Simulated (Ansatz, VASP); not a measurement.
# GaP in two plane-wave programs

One calculation is typed for both programs; each brings its own data sets. How far apart do they land? The cell is taken from a series of runs on this material, whose earlier steps may have relaxed, scaled, displaced or heated it; both programs get it as it stands.

Calculated with Ansatz 0.2.0; plane waves, with VASP 6.6.1 beside it; relaxation of cell and atoms at LDA and zone-centre phonons at LDA.

**1. The starting structure**

The structure is cubic, space group F-43m (No. 216). Conventional cell: a = 5.388 Å, b = 5.388 Å, c = 5.388 Å, α = 90.00°, β = 90.00°, γ = 90.00°. Nearest to Ga lie 4 P at 2.33 Å. Nearest to P lie 4 Ga at 2.33 Å. Farther neighbours are not listed.

Coordinates:

```cif
data_structure
_symmetry_space_group_name_H-M 'F-43m'
_symmetry_Int_Tables_number 216
_cell_length_a 5.3880
_cell_length_b 5.3880
_cell_length_c 5.3880
_cell_angle_alpha 90.000
_cell_angle_beta 90.000
_cell_angle_gamma 90.000
_cell_volume 156.41
loop_
_atom_site_label
_atom_site_type_symbol
_atom_site_symmetry_multiplicity
_atom_site_Wyckoff_symbol
_atom_site_fract_x
_atom_site_fract_y
_atom_site_fract_z
_atom_site_occupancy
Ga1 Ga 4 a 0.00000 0.00000 0.00000 1
P1 P 4 c 0.25000 0.25000 0.25000 1
```

**2. Ansatz: relaxation of cell and atoms, LDA**

Ansatz runs on norm-conserving files, of PseudoDojo where its log says so.

The relaxed volume is the usual yardstick between codes: in a stiff, nearly cubic crystal its relative difference is about their pressure difference at one cell divided by the bulk modulus.

Contents of input.yaml:

```yaml
crystal:
  lattice:
    - [0.0, 2.693976568, 2.693976568]
    - [2.693976568, 0.0, 2.693976568]
    - [2.693976568, 2.693976568, 0.0]
  atoms:
    - { symbol: Ga, position: [0.0, 0.0, 0.0] }
    - { symbol: P, position: [0.75, 0.75, 0.75] }
kpoints:
  mp_grid: { grid: [8, 8, 8] }
hamiltonian:
  xc: lda
  pseudopotentials: { kind: nc }
scf:
  occupations: { method: fixed }
output:
  forces: true
  stress: true
  eigenvalues: true
relax:
  adjacent_minimum: "off"
  f_tol: 0.001
  max_steps: 60
  cell: { stress_tol: 0.01 }
```

Launch:

```sh
$ ansatz run input.yaml --threads 4 --pin off --max-ram 9216MiB --backend cpu --events-out ev --progress --plain --runs-dir out
```

Numbers of over 12 decimals in the logs are rounded to 6 here.

The log of the run:

```text
Engine: ansatz 0.2.0, x86_64-unknown-linux-gnu
Pseudopotentials: kind: nc
Pseudopotential: Ga, nc, valence charge 13, recommended cutoff 1088.45545 eV (normal), Ga.nc.azcp (PseudoDojo's, or run here from an input of PseudoDojo's: the run reads no file of this project's for it)
Pseudopotential: P, nc, valence charge 5, recommended cutoff 653.07327 eV (normal), P.nc.azcp (PseudoDojo's, or run here from an input of PseudoDojo's: the run reads no file of this project's for it)
Functional definition: SPW92
  exchange = slater_x
  correlation = pw_c
Crystal: 2 atoms, lattice volume = 39.103 Å³
Basis set: ecut = 1088.45545 eV, 3143 PW (Γ)
Bands: 13, of which v1, the nominal top of the filled ones, is band 9 counted from 1 (8 counted from 0)
Symmetry: 24 space group operations
Space group: F-43m (ITA 216), of the structure as read, at distance tolerance 3.4e-5 Å
k-points: 29 of 512 (time reversal used)
Non-local potential: Ga, projectors of the file, l = 0: 2, l = 1: 2, l = 2: 2
Non-local potential: P, projectors of the file, l = 0: 2, l = 1: 2, l = 2: 2
Initial density: superposition of atomic densities (chi_scale 0.1, normalization cell, long waves kept (reshape's long-wave potential 0.00 eV rms))
Initial wavefunctions: pseudopotential atomic-orbital guess
Functional: x = slater, c = lda
SCF iter   1: F=—  HF=-2268.249511 eV  |F-HF|=—  |Δ(HF+E_count)|=         —  Δρ=3.98e-2  dr2=6.43e-1  ethr=3.10e-3  ⟨swp⟩=5.1  Hψ=1998  notcnv=0  defer=48
preconditioner: auto → none  [insulator: Δε(μ)=1.874 eV  Ē_g=15.522 eV  n_scr=14 (ndim 8)  ℏωp=25.2 eV  f_vac=0.000  ε∞_Penn≈3.6]
SCF iter   2: F=—  HF=-2268.069491 eV  |F-HF|=—  |Δ(HF+E_count)|=   1.80e-1  Δρ=1.73e-2  dr2=7.97e-2  ethr=3.10e-3  ⟨swp⟩=2.3  Hψ=702  notcnv=0  defer=52
SCF iter   3: F=—  HF=-2268.051909 eV  |F-HF|=—  |Δ(HF+E_count)|=   1.76e-2  Δρ=4.78e-3  dr2=7.18e-3  ethr=4.43e-4  ⟨swp⟩=2.8  Hψ=538  notcnv=0  defer=51
SCF iter   4: F=—  HF=-2268.050113 eV  |F-HF|=—  |Δ(HF+E_count)|=   1.80e-3  Δρ=8.03e-4  dr2=9.27e-5  ethr=3.99e-5  ⟨swp⟩=2.3  Hψ=535  notcnv=0  defer=52
SCF iter   5: F=—  HF=-2268.050177 eV  |F-HF|=—  |Δ(HF+E_count)|=   6.36e-5  Δρ=1.24e-4  dr2=1.78e-6  ethr=5.15e-7  ⟨swp⟩=2.8  Hψ=665  notcnv=0  defer=52
SCF iter   6: F=—  HF=-2268.050177 eV  |F-HF|=—  |Δ(HF+E_count)|=   1.14e-7  Δρ=5.10e-5  dr2=4.30e-7  ethr=5.56e-10  ⟨swp⟩=8.7  Hψ=2674  notcnv=0
SCF iter   7: F=-2268.050177 eV  HF=-2268.050177 eV  |F-HF|=4.23e-9  |Δ(HF+E_count)|=   1.97e-7  Δρ=4.74e-6  dr2=4.78e-9  ethr=5.56e-10  ⟨swp⟩=4.0  Hψ=1635  notcnv=0
SCF 1 converged in 7 iterations: F = -2268.050177 eV  dr2 = 4.78e-9
relax step   1: F+E_penalty+E_count = -2268.05017655 eV  Δ(F+E_penalty+E_count) = +0.000e0 eV  max|allowed force component| = 3.701e-16 eV/Å  Δτ_max = 0.0000 Å  P = -0.017 GPa  Ω = 39.103 Å³  (7 SCF iters, dr2 threshold 1.00e-7 eV, accepted)
[...]
relax step   2: F+E_penalty+E_count = -2268.05017788 eV  Δ(F+E_penalty+E_count) = -1.325e-6 eV  max|allowed force component| = 1.342e-16 eV/Å  Δτ_max = 0.0000 Å  P = -0.005 GPa  Ω = 39.098 Å³  energy of the carried Pulay correction = +9.635e-7 eV  (3 SCF iters, dr2 threshold 7.50e-10 eV, accepted)
[...]
relax step   3: F+E_penalty+E_count = -2268.05017656 eV  Δ(F+E_penalty+E_count) = +1.317e-6 eV  max|allowed force component| = 9.021e-17 eV/Å  Δτ_max = 0.0000 Å  P = -0.005 GPa  Ω = 39.098 Å³  stress off target by 5.46e-3 GPa  SCF on the basis re-selected at this cell (its energy is not comparable with the rows above)  (5 SCF iters)
basis re-selected at this cell: Δ(F+E_penalty+E_count) = +1.317e-6 eV, ΔP = -0.000 GPa vs the last step (what re-selecting the basis moved, of the pressure what is left beyond the Pulay correction that the steps carried, after the strain that the cell walked since its last selection, with what the two solves' SCF thresholds leave and, on support functions, any second-order correction that the steps lacked; it is no m [...]
SCF converged after 5 iterations
Free energy (F): -2268.050177 eV
Harris-Foulkes:  -2268.050177 eV  (|F-HF|=1.36e-12)
Internal energy: -2268.050177 eV  (E = F + TS)
E sigma→0 (E₀):  -2268.050177 eV
Fermi energy:    7.823283 eV
--- Per-component energies (eV) ---
  E_band       = -48.378484
  E_kinetic    = 1770.995229
  E_local      = -1791.755163  (includes V_loc(G=0)·N_el)
  E_nonlocal   = -1005.158051
  E_hartree    = 702.214078
  E_xc         = -616.405448
  E_vxc        = -426.888663  (∫ρ·V_xc dr)
  E_ewald      = -1327.940821
  E_smearing   = -0.000000  (= −TS)
  E_closure    = 0.000000  (closes the sum)
  Σ components = -2268.050177   (vs F -2268.050177, Δ=0.00e0)
--- Forces (eV/Å), atoms counted from 1 ---
  atom   1  Ga    -0.00000000     0.00000000     0.00000000
  atom   2  P      0.00000000    -0.00000000    -0.00000000
  max |Σ_I F_I| component: 1.25e-16 eV/Å
--- Stress (GPa, compression-positive) ---
       -0.005461       0.000000       0.000000
        0.000000      -0.005461       0.000000
        0.000000       0.000000      -0.005461
  P = ⅓ Tr σ = -0.0055 GPa (-0.055 kbar)
--- Band table (eV; the first three rows and the last of 29) ---
  k-point 0: bands = [... 5 lower, -4.9619, 7.8233, 7.8233, 7.8233, 9.7155, 11.6108, 11.6108, 11.6108]
  k-point 1: bands = [... 5 lower, -4.7501, 6.1409, 7.5766, 7.5766, 10.2908, 11.9787, 11.9787, 12.2487]
  k-point 2: bands = [... 5 lower, -4.1484, 3.8099, 7.1190, 7.1190, 9.9345, 12.4986, 12.4986, 14.1838]
  k-point 28: bands = [... 5 lower, -1.6910, 1.0276, 4.0410, 4.1841, 12.4327, 12.7402, 13.8300, 13.8963]
--- Relaxed structure (2 steps of the walk, 2 accepted, 1 SCFs on fresh bases) ---
  F+E_penalty+E_count = -2268.05017656 eV   max|allowed force component| = 9.021e-17 eV/Å   (the final SCF, on the basis selected at the relaxed cell)
  cell:  # Å, volume = 39.0980 Å³
    - [0, 2.693859, 2.693859]
    - [2.693859, 0, 2.693859]
    - [2.693859, 2.693859, 0]
  atoms:
    - { symbol: Ga, position: [0, 0, 0] }
    - { symbol: P, position: [0.750000, 0.750000, 0.750000] }
```

The column dr2 measures how far the density is from self-consistency, as an energy; F and HF (Harris–Foulkes) agree once it is small.

**3. VASP: relaxation of cell and atoms, LDA**

The same cell, functional (in two slightly different forms) and mesh now go to VASP, with its own data sets.

Lines of VASP's logs that name or quote its potential files are left out, and so is its time.

Contents of INCAR:

```
SYSTEM = GaP
PREC = Accurate
ENCUT = 500
EDIFF = 1E-07
NELM = 120
ISMEAR = 0
SIGMA = 0.01
LREAL = .FALSE.
ALGO = Normal
GGA = CA
NBANDS = 15
LORBIT = 11
LWAVE = .FALSE.
LCHARG = .FALSE.
ISIF = 3
IBRION = 2
NSW = 80
EDIFFG = -0.005
LASPH = .TRUE.
GGA_COMPAT = .FALSE.
NELMIN = 4
EFERMI = MIDGAP
```

Contents of POSCAR:

```
GaP
1.0
    0.0000000000      2.6939770000      2.6939770000
    2.6939770000      0.0000000000      2.6939770000
    2.6939770000      2.6939770000      0.0000000000
Ga P
1 1
Direct
    0.0000000000      0.0000000000      0.0000000000
    0.7499999072      0.7499999072      0.7499999072
```

Contents of KPOINTS:

```
Automatic mesh
0
Gamma
8 8 8
0 0 0
```

The projector-augmented-wave data sets are Ga_d and P (LDA family, release 64).

Launch:

```sh
$ mpirun -np 1 vasp_std
```

The log of the run:

```text
[banner, memory and clock lines left out]
running    1 mpi-ranks, on    1 nodes
 distrk:  each k-point on    1 cores,    1 groups
 distr:  one band on    1 cores,    1 groups

 POSCAR found type information on POSCAR GaP
 POSCAR found :  2 types and       2 ions
 LDA part: xc-table for (Slater(with rela. corr.)+CA(PZ))
 , standard interpolation
 POSCAR, INCAR and KPOINTS ok, starting setup
 FFT: planning ... GRIDC
 FFT: planning ... GRID_SOFT
 FFT: planning ... GRID
 WAVECAR not read
 entering main loop
       N       E                     dE             d eps       ncg     rms          rms(c)
DAV:   1     0.836681226827E+02    0.83668E+02   -0.88763E+03   878   0.174E+03
DAV:   2    -0.421036050694E+01   -0.87878E+02   -0.84141E+02   968   0.325E+02
DAV:   3    -0.106727377195E+02   -0.64624E+01   -0.64380E+01  1087   0.706E+01
DAV:   4    -0.107838205392E+02   -0.11108E+00   -0.11105E+00  1049   0.998E+00
DAV:   5    -0.107858192487E+02   -0.19987E-02   -0.19981E-02  1137   0.117E+00    0.450E+00
DAV:   6    -0.105062044779E+02    0.27961E+00   -0.38902E-01  1326   0.114E+01    0.290E+00
DAV:   7    -0.104552432416E+02    0.50961E-01   -0.94555E-02  1184   0.226E+00    0.107E+00
DAV:   8    -0.104505948939E+02    0.46483E-02   -0.12322E-02  1095   0.129E+00    0.210E-01
DAV:   9    -0.104505570815E+02    0.37812E-04   -0.10466E-03  1336   0.427E-01    0.630E-02
DAV:  10    -0.104505541240E+02    0.29575E-05   -0.51654E-05  1328   0.889E-02    0.247E-02
DAV:  11    -0.104505602311E+02   -0.61071E-05   -0.87109E-06  1137   0.439E-02    0.772E-03
DAV:  12    -0.104505600327E+02    0.19845E-06   -0.49130E-07  1038   0.764E-03    0.513E-03
DAV:  13    -0.104505600088E+02    0.23893E-07   -0.20863E-07  1002   0.476E-03
   1 F= -.10450560E+02 E0= -.10450560E+02  d E =-.104506E+02
 curvature:   0.00 expect dE= 0.000E+00 dE for cont linesearch  0.000E+00
 trial: gam= 0.00000 g(F)=  0.133E-40 g(S)=  0.352E-03 ort = 0.000E+00 (trialstep = 0.100E+01)
 search vector abs. value=  0.352E-03
 bond charge predicted
       N       E                     dE             d eps       ncg     rms          rms(c)
DAV:   1    -0.104546073579E+02   -0.40473E-02   -0.47728E-02  1108   0.431E+00    0.369E-01
DAV:   2    -0.104514850894E+02    0.31223E-02   -0.50267E-03  1094   0.163E+00    0.166E-01
DAV:   3    -0.104507050526E+02    0.78004E-03   -0.78681E-04  1143   0.565E-01    0.379E-02
DAV:   4    -0.104506350338E+02    0.70019E-04   -0.80090E-05  1065   0.119E-01    0.164E-02
DAV:   5    -0.104506201991E+02    0.14835E-04   -0.75938E-06  1222   0.366E-02    0.400E-03
DAV:   6    -0.104506200462E+02    0.15288E-06   -0.31189E-07  1047   0.711E-03    0.203E-03
DAV:   7    -0.104506200448E+02    0.13561E-08   -0.23595E-08   575   0.255E-03
   2 F= -.10450620E+02 E0= -.10450620E+02  d E =-.600360E-04
 trial-energy change:   -0.000060  1 .order   -0.000057   -0.000352    0.000237
 step:   0.6041(harm=  0.5969)  dis= 0.00000  next Energy=   -10.450667 (dE=-0.107E-03)
 bond charge predicted
       N       E                     dE             d eps       ncg     rms          rms(c)
DAV:   1    -0.104512899374E+02   -0.66989E-03   -0.74368E-03  1101   0.169E+00    0.147E-01
DAV:   2    -0.104507983325E+02    0.49160E-03   -0.79990E-04  1080   0.667E-01    0.658E-02
DAV:   3    -0.104506769691E+02    0.12136E-03   -0.11898E-04  1157   0.219E-01    0.153E-02
DAV:   4    -0.104506658613E+02    0.11108E-04   -0.12331E-05  1001   0.456E-02    0.650E-03
DAV:   5    -0.104506635421E+02    0.23193E-05   -0.11931E-06  1250   0.146E-02    0.151E-03
DAV:   6    -0.104506635210E+02    0.21099E-07   -0.40171E-08   561   0.253E-03
   3 F= -.10450664E+02 E0= -.10450664E+02  d E =-.103512E-03
 curvature:  -0.30 expect dE=-0.222E-06 dE for cont linesearch -0.222E-06
 trial: gam=-0.04391 g(F)=  0.178E-40 g(S)=  0.745E-06 ort = 0.162E-04 (trialstep = 0.921E+00)
 search vector abs. value=  0.168E-08
 reached required accuracy - stopping structural energy minimisation
```

OUTCAR, selected parts (step 3):

```text
ion  position               nearest neighbor table
   1  0.000  0.000  0.000-   2 2.33   2 2.33   2 2.33   2 2.33
   2  0.750  0.750  0.750-   1 2.33   1 2.33   1 2.33   1 2.33

  LATTYP: Found a face centered cubic cell.
 ALAT       =     5.3879540000

 Subroutine GETGRP returns: Found 24 space group operations
 (whereof 24 operations were pure point group operations)

The static configuration has the point symmetry T_d .

 Found     29 irreducible k-points:

   k-points           NKPTS =     29   k-points in BZ     NKDIM =     29   number of bands    NBANDS=     15

   dimension x,y,z NGX =    28 NGY =   28 NGZ =   28
   dimension x,y,z NGXF=    56 NGYF=   56 NGZF=   56

   ENCUT  =  500.0 eV  36.75 Ry    6.06 a.u.   6.95  6.95  6.95*2*pi/ulx,y,z

   NELECT =      18.0000    total number of electrons

 k-points in reciprocal lattice and weights: Automatic mesh
   0.00000000  0.00000000  0.00000000       0.002
   0.12500000  0.00000000  0.00000000       0.016
   0.25000000  0.00000000  0.00000000       0.016
   0.37500000  0.00000000  0.00000000       0.016
   0.50000000  0.00000000  0.00000000       0.008
   0.12500000  0.12500000  0.00000000       0.012
   0.25000000  0.12500000  0.00000000       0.047
   0.37500000  0.12500000  0.00000000       0.047
   0.50000000  0.12500000  0.00000000       0.047
[...]
-0.37500000  0.50000000  0.12500000       0.023
  -0.25000000  0.50000000  0.25000000       0.012

 average (electrostatic) potential at core
       1 -66.2732       2 -84.3193

 E-fermi :   5.5521

 k-point     1 :       0.0000    0.0000    0.0000
  band No.  band energies     occupation
    ...
      5      -9.8197      2.00000
      6      -7.9152      2.00000
      7       4.8362      2.00000
      8       4.8362      2.00000
      9       4.8362      2.00000
     10       6.7359      0.00000
     11       8.6198      0.00000
     12       8.6198      0.00000
     13       8.6198      0.00000
     14      13.4714      0.00000
    ...

 k-point     2 :       0.1250    0.0000    0.0000
  band No.  band energies     occupation
    ...
      5      -9.8198      2.00000
      6      -7.7045      2.00000
      7       3.1600      2.00000
      8       4.5902      2.00000
      9       4.5902      2.00000
     10       7.3061      0.00000
     11       8.9876      0.00000
     12       8.9876      0.00000
     13       9.2585      0.00000
     14      13.9966      0.00000
    ...

 k-point     3 :       0.2500    0.0000    0.0000
  band No.  band energies     occupation
    ...
      5      -9.8184      2.00000
      6      -7.1050      2.00000
      7       0.8353      2.00000
      8       4.1339      2.00000
      9       4.1339      2.00000
     10       6.9495      0.00000
     11       9.5075      0.00000
     12       9.5075      0.00000
     13      11.1901      0.00000
     14      13.7973      0.00000
    ...

  Total        0.0032084      0.0032084      0.0032084     -0.0000000      0.0000000      0.0000000
  in kB        0.1310593      0.1310593      0.1310593     -0.0000000      0.0000000      0.0000000
  external PRESSURE =       0.1310593 kB  Pullay stress =       0.0000000 kB

  energy-cutoff  :      500.00
  volume of cell :       39.22
      direct lattice vectors                 reciprocal lattice vectors
     0.000000000  2.696713229  2.696713229    -0.185410890  0.185410890  0.185410890
     2.696713229  0.000000000  2.696713229     0.185410890 -0.185410890  0.185410890
     2.696713229  2.696713229 -0.000000000     0.185410890  0.185410890 -0.185410890

 POSITION                                       TOTAL-FORCE (eV/Angst)
 -----------------------------------------------------------------------------------
      0.00000      0.00000      0.00000         0.000000      0.000000      0.000000
      4.04507      4.04507      4.04507        -0.000000     -0.000000     -0.000000
 -----------------------------------------------------------------------------------
    total drift:                                0.000083      0.000083      0.000083

  FREE ENERGIE OF THE ION-ELECTRON SYSTEM (eV)
  ---------------------------------------------------
  free  energy   TOTEN  =       -10.4506635210 eV

  energy  without entropy=      -10.4506635210  energy(sigma->0) =      -10.45066352

 reached required accuracy - stopping structural energy minimisation

 total charge
# of ion       s       p       d       tot
------------------------------------------
    1        0.877   0.894  10.017  11.789
    2        1.022   1.534   0.000   2.556
--------------------------------------------------
tot          1.900   2.428  10.017  14.345

[... 3 further parts left out ...]
```

CONTCAR:

```
GaP
   1.00000000000000
     0.0000000000000000    2.6967132286990929    2.6967132286990929
     2.6967132286990929    0.0000000000000000    2.6967132286990929
     2.6967132286990929    2.6967132286990929   -0.0000000000000000
  Ga              P
     1     1
Direct
     0.0000000000000000    0.0000000000000000    0.0000000000000000
     0.7499999071999994    0.7499999071999994    0.7499999071999994
```

**4. Differences**

Known differences besides the potentials themselves: the two LDA forms differ slightly; fixed occupations in Ansatz, narrow Gaussian smearing in VASP; the cutoff is 1088.46 eV in Ansatz and 500 eV in VASP; VASP's log shows a relativistic correction to its local exchange, Ansatz's none; Ansatz adds a Pulay correction to the stress that steers its cell, VASP none. Total energies have different zeros and are not compared.

Both answers:

```csv
quantity,Ansatz,VASP,difference
volume (Å³),39.10,39.22,-0.32 %
"edge a after relaxation, in the typed setting (Å)",3.810,3.814,-0.10 %
```

(Continued in part 2 of 2.)

[Lines on the potential files, build, host, timing and source positions are cut from VASP's logs without a mark.]

[Logs are printed without paths, hosts, clocks, repeated set-up lines and the standing remarks that a program may print on its own settings, such as how far it seeks lower states.]

[Hosts, paths, dates, database ids (printed as entryN), source tags and the programs' standing remarks are cut or masked in the printed files.]
